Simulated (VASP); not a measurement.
Dy (hcp): the lattice constant a from VASP (plane waves, PAW) at several levels of theory. Static lattice. The 4f electrons are frozen in the core of the lanthanide potential, so 4f levels, which can set the real gap, and their magnetism are missing. The measured value holds thermal and zero-point effects that the static calculation lacks.

| level | lattice constant a (Å) | error against measurement |
|---|---|---|
| PBE | 3.611 | +0.5 % |
| AM05 | 3.548 | -1.2 % |
| PW91 | 3.598 | +0.2 % |
| PBE-D3 (zero damping) | 3.538 | -1.5 % |
| PBE-D3(BJ) | 3.545 | -1.3 % |
| PBE-D4 | 3.570 | -0.6 % |
| optB88-vdW | 3.564 | -0.8 % |
| optB86b-vdW | 3.553 | -1.1 % |
| vdW-DF2 | 3.652 | +1.7 % |
| rev-vdW-DF2 | 3.555 | -1.0 % |
| vdW-DF-cx | 3.537 | -1.5 % |
| TPSS | 3.575 | -0.5 % |
| revTPSS | 3.552 | -1.1 % |
| MS2 | 3.554 | -1.1 % |

Measured: 3.592 Å at 293 K (as given by Wikipedia, Dysprosium (infobox)).

The cell of the PBE run:

```cif
data_Dy2
_chemical_formula_sum 'Dy2'
_space_group_name_H-M_alt 'P63/mmc'
_space_group_IT_number 194
_space_group_name_Hall '-P 6c 2c'
_cell_length_a 3.61057
_cell_length_b 3.61057
_cell_length_c 5.64983
_cell_angle_alpha 90.000
_cell_angle_beta 90.000
_cell_angle_gamma 120.000
loop_
_atom_site_label
_atom_site_type_symbol
_atom_site_symmetry_multiplicity
_atom_site_Wyckoff_symbol
_atom_site_fract_x
_atom_site_fract_y
_atom_site_fract_z
_atom_site_occupancy
Dy1 Dy 2 c 0.33333 0.66667 0.25000 1
```

Only levels that ran to the end are used. Left out are those held back, those with too coarse a band path, GW runs whose mesh misses a band edge, hybrids' fits of cells that aren't cubic and levels without matching references; a question may draw on a part of the rest.

The compound is Dy in the hcp structure.
